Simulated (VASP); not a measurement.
Here is the system:

```yaml
crystal:
  lattice:
    - [0.00000, 2.54732, 2.54732]
    - [2.54732, 0.00000, 2.54732]
    - [2.54732, 2.54732, 0.00000]
  atoms:
    - { symbol: Si, position: [0.00000, 0.00000, 0.00000] }
    - { symbol: Nb, position: [0.50000, 0.50000, 0.50000] }
```

All values below come from PBEsol GGA, VASP's PBE PAW potentials (set 64) (plane waves; VASP). Numerical set-up: 400 eV cut-off, 14×14×14 Γ-centred mesh, tetrahedra with Blöchl corrections, potentials Si Nb_sv.

Question: Tabulate the total density of states (states/eV per cell) against energy (eV; zero at the valence-band maximum or, without a gap, the Fermi level).

Answer: 
```json
[
 {"E (eV)": "-9.91", "DOS (states/eV)": "0.21"},
 {"E (eV)": "-9.68", "DOS (states/eV)": "0.25"},
 {"E (eV)": "-9.45", "DOS (states/eV)": "0.30"},
 {"E (eV)": "-9.22", "DOS (states/eV)": "0.35"},
 {"E (eV)": "-8.99", "DOS (states/eV)": "0.43"},
 {"E (eV)": "-8.76", "DOS (states/eV)": "0.54"},
 {"E (eV)": "-8.53", "DOS (states/eV)": "0.96"},
 {"E (eV)": "-8.29", "DOS (states/eV)": "1.12"},
 {"E (eV)": "-8.06", "DOS (states/eV)": "1.36"},
 {"E (eV)": "-7.83", "DOS (states/eV)": "1.98"},
 {"E (eV)": "-7.60", "DOS (states/eV)": "0.73"},
 {"E (eV)": "-7.37", "DOS (states/eV)": "0.12"},
 {"E (eV)": "-7.14", "DOS (states/eV)": "0.00"},
 {"E (eV)": "-6.91", "DOS (states/eV)": "0.00"},
 {"E (eV)": "-6.68", "DOS (states/eV)": "0.00"},
 {"E (eV)": "-6.57", "DOS (states/eV)": "0.00"},
 {"E (eV)": "-6.33", "DOS (states/eV)": "0.00"},
 {"E (eV)": "-6.11", "DOS (states/eV)": "0.01"},
 {"E (eV)": "-5.87", "DOS (states/eV)": "0.13"},
 {"E (eV)": "-5.64", "DOS (states/eV)": "0.23"},
 {"E (eV)": "-5.41", "DOS (states/eV)": "0.37"},
 {"E (eV)": "-5.18", "DOS (states/eV)": "0.53"},
 {"E (eV)": "-4.95", "DOS (states/eV)": "0.83"},
 {"E (eV)": "-4.72", "DOS (states/eV)": "1.02"},
 {"E (eV)": "-4.49", "DOS (states/eV)": "1.12"},
 {"E (eV)": "-4.26", "DOS (states/eV)": "1.25"},
 {"E (eV)": "-4.03", "DOS (states/eV)": "1.10"},
 {"E (eV)": "-3.80", "DOS (states/eV)": "0.81"},
 {"E (eV)": "-3.57", "DOS (states/eV)": "3.55"},
 {"E (eV)": "-3.34", "DOS (states/eV)": "2.97"},
 {"E (eV)": "-3.11", "DOS (states/eV)": "2.01"},
 {"E (eV)": "-2.88", "DOS (states/eV)": "2.89"},
 {"E (eV)": "-2.65", "DOS (states/eV)": "2.06"},
 {"E (eV)": "-2.42", "DOS (states/eV)": "1.39"},
 {"E (eV)": "-2.19", "DOS (states/eV)": "1.06"},
 {"E (eV)": "-1.96", "DOS (states/eV)": "0.84"},
 {"E (eV)": "-1.73", "DOS (states/eV)": "0.67"},
 {"E (eV)": "-1.49", "DOS (states/eV)": "0.58"},
 {"E (eV)": "-1.26", "DOS (states/eV)": "0.37"},
 {"E (eV)": "-1.03", "DOS (states/eV)": "0.55"},
 {"E (eV)": "-0.80", "DOS (states/eV)": "0.69"},
 {"E (eV)": "-0.57", "DOS (states/eV)": "0.83"},
 {"E (eV)": "-0.34", "DOS (states/eV)": "0.99"},
 {"E (eV)": "-0.11", "DOS (states/eV)": "1.39"},
 {"E (eV)": "0.12", "DOS (states/eV)": "1.43"},
 {"E (eV)": "0.23", "DOS (states/eV)": "1.41"},
 {"E (eV)": "0.47", "DOS (states/eV)": "1.45"},
 {"E (eV)": "0.70", "DOS (states/eV)": "1.84"},
 {"E (eV)": "0.93", "DOS (states/eV)": "1.44"},
 {"E (eV)": "1.16", "DOS (states/eV)": "1.84"},
 {"E (eV)": "1.39", "DOS (states/eV)": "2.59"},
 {"E (eV)": "1.62", "DOS (states/eV)": "1.05"},
 {"E (eV)": "1.85", "DOS (states/eV)": "0.15"},
 {"E (eV)": "2.08", "DOS (states/eV)": "2.29"},
 {"E (eV)": "2.31", "DOS (states/eV)": "3.60"},
 {"E (eV)": "2.54", "DOS (states/eV)": "2.15"},
 {"E (eV)": "2.77", "DOS (states/eV)": "1.37"},
 {"E (eV)": "3.00", "DOS (states/eV)": "0.99"},
 {"E (eV)": "3.23", "DOS (states/eV)": "0.90"},
 {"E (eV)": "3.46", "DOS (states/eV)": "1.07"}
]
```
Within 2 eV below the Fermi level the largest weight inside VASP's projection spheres is Nb d.

The structure was generated: NbSi was put into the rocksalt type (Fm-3m), which need not be its known phase. It was relaxed first, which changed the volume by -22 %. The electron count is odd and the run is not spin-polarised, which forces a metal.
